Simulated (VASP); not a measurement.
An input for Quantum ESPRESSO's pw.x (written as the equivalent of a VASP run, and not itself run):

```
&CONTROL
  calculation = 'scf'
  pseudo_dir = './pseudo'
  outdir = './out'
  tprnfor = .true.
  tstress = .true.
/
&SYSTEM
  ibrav = 0
  nat = 5
  ntyp = 4
  ecutwfc = 84
  occupations = 'tetrahedra'
  input_dft = 'pbesol'
/
&ELECTRONS
  conv_thr = 7.3e-09
  electron_maxstep = 100
/
ATOMIC_SPECIES
  Li 6.940 Li.upf
  Mg 24.305 Mg.upf
  B 10.810 B.upf
  N 14.007 N.upf
CELL_PARAMETERS angstrom
    -1.8892810    1.8892810    4.4183145
     1.8892810   -1.8892810    4.4183145
     1.8892810    1.8892810   -4.4183145
ATOMIC_POSITIONS crystal
  Li   0.2500000  0.7500000  0.5000000
  Mg   0.7500000  0.2500000  0.5000000
  B    0.5000000  0.5000000  0.0000000
  N    0.6519579  0.6519579  1.0000000
  N    0.3480421  0.3480421  1.0000000
K_POINTS automatic
  9 9 9 0 0 0
```

Problem. Translate this input to VASP (INCAR, KPOINTS, POSCAR, choice of POTCAR).

Solution. One answer among several that fit: 
KPOINTS:
```
Automatic mesh
0
gamma
  9 9 9
0 0 0
```

File POSCAR:
```
LiMgBN2
5.1633580
 -0.3659016060   0.3659016060   0.8557056188
  0.3659016060  -0.3659016060   0.8557056188
  0.3659016060   0.3659016060  -0.8557056188
Li Mg B N
1 1 1 2
direct
  0.2500000000   0.7500000000   0.5000000000
  0.7500000000   0.2500000000   0.5000000000
  0.5000000000   0.5000000000   0.0000000000
  0.6519578657   0.6519578657   1.0000000000
  0.3480421343   0.3480421343   1.0000000000
```

INCAR:
```
SYSTEM = LiMgBN2
PREC = Accurate
ENCUT = 520
EDIFF = 1E-7
NELM = 100
ALGO = Normal
LREAL = .FALSE.
LASPH = .TRUE.
ISMEAR = -5
GGA = PS
LWAVE = .FALSE.
LCHARG = .TRUE.
LORBIT = 11
NEDOS = 601
ISIF = 2
LEFG = .TRUE.
```

POTCAR, in this order: Li_sv Mg B N (PBE.64 set). Program: vasp_std.

The two are equivalent in intent, not identical: the potentials are each code's own (VASP's PAW set, PseudoDojo norm-conserving files in pw.x), so ENCUT and ecutwfc are chosen apart and not converted; conv_thr bounds pw.x's estimated SCF error, while EDIFF bounds the energy change between steps; the field gradients of LEFG aren't asked of the other code.

The structure comes from a computed database's LiMgBN2 entry (I-4m2); how it stands against other phases isn't given here. It was relaxed first.
